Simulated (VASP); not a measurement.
Here is the system:

```
CELL_PARAMETERS angstrom
      1.68198    -2.85326     0.00000
      1.68198     2.85326     0.00000
      0.00000     0.00000     5.12848
ATOMIC_POSITIONS crystal
  Sc 0.33333 0.66667 0.25000
  Sc 0.69006 0.35672 0.75000
```

Computed with PBE GGA, VASP's PBE PAW potentials (set 64) (plane waves; VASP). Run with EDIFF = 1E-4, 400 eV cut-off, 11×11×7 Γ-centred mesh, first-order Methfessel-Paxton smearing of 0.10 eV, potentials Sc_sv.

Task: Estimate the energy per atom (σ→0), largest force, band gap (on the k-mesh) with the smallest direct gap where there is one.

Result: 
```
Item                                                         Value
------------------------  ----------------------------------------
band gap (on the k-mesh)  none (metal, semimetal or under 0.01 eV)
energy per atom (σ→0)                               -6.245 eV/atom
largest force                                           0.117 eV/Å
```

The compound is Sc in the hcp structure. The cell was not relaxed at this level, atoms are displaced from their ideal sites. The run is one of a series of settings (EDIFF = 1E-4 against the base run), some of them coarse on purpose.
